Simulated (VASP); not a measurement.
```yaml
crystal:
  lattice:
    - [0.00000, 3.04053, 2.95468]
    - [2.95554, 0.00000, 2.95468]
    - [2.95554, 3.04053, 0.00000]
  atoms:
    - { symbol: Pb, position: [0.00000, 0.00000, 0.00000] }
    - { symbol: F, position: [0.25000, 0.25000, 0.25000] }
    - { symbol: F, position: [0.74033, 0.75967, 0.75967] }
```

The numbers are results of PBE GGA, VASP's PBE PAW potentials (set 64) (plane waves; VASP), not measurements. Run with PREC = Single, 520 eV cut-off, 6×6×6 Γ-centred mesh, Gaussian smearing of 0.050 eV, potentials Pb_d F.

Give the force on each atom (eV/Å).

| atom | Fx | Fy | Fz |
|---|---|---|---|
| Pb1 | 0.039 | 0.000 | 0.000 |
| F2 | 0.103 | 0.000 | 0.000 |
| F3 | -0.142 | 0.000 | 0.000 |

Give the stress tensor in GPa (positive for a compressed cell).

```
1.57  0.00  0.00
0.00  0.03  0.45
0.00  0.45  1.55
```
The pressure is its mean diagonal, 1.05 GPa.

The compound is PbF2 in the fluorite structure, the β form. The cell was not relaxed at this level, atoms are displaced from their ideal sites. The run is one of a series of settings (PREC = Single against the base run), some of them coarse on purpose.
